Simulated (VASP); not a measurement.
Input:

```
CELL_PARAMETERS angstrom
      6.30408     0.00000     0.00000
      0.00000     6.30408     0.00000
      0.00000     0.00000     6.30408
ATOMIC_POSITIONS crystal
  Cs 0.00000 0.00000 0.00000
  Sn 0.50000 0.50000 0.50000
  I  0.50000 0.00000 0.50000
  I  0.00000 0.50000 0.50000
  I  0.50000 0.50000 0.00000
```

All values below come from PBE GGA, VASP's PBE PAW potentials (set 64) (plane waves; VASP). Run with 500 eV cut-off, 4×4×4 Γ-centred mesh, Gaussian smearing of 0.050 eV, potentials Cs_sv Sn_d I.

Energy and stress use the plane-wave basis of the starting cell.

The ions, cell shape and volume at an external pressure of 5.0 GPa are relaxed. Which structure does the run end with?

```
CELL_PARAMETERS angstrom
      5.88431     0.00000     0.00000
      0.00000     5.88431     0.00000
      0.00000     0.00000     5.88431
ATOMIC_POSITIONS crystal
  Cs 0.00000 0.00000 0.00000
  Sn 0.50000 0.50000 0.50000
  I  0.50000 0.00000 0.50000
  I  0.00000 0.50000 0.50000
  I  0.50000 0.50000 0.00000
```
Space group Pm-3m (221), at a tolerance of 0.03 Å.

How do energy and volume change from the first to the last step?

The energy (σ→0) changes by +120.4 meV/atom and the volume by -18.7 %, in 3 ionic steps.

The compound is CsSnI3 in the cubic perovskite structure, the ideal cubic form; the compound distorts at low or room temperature. This run relaxes it under an external pressure of 5 GPa. Symmetry was kept, so distortions that lower it aren't found.
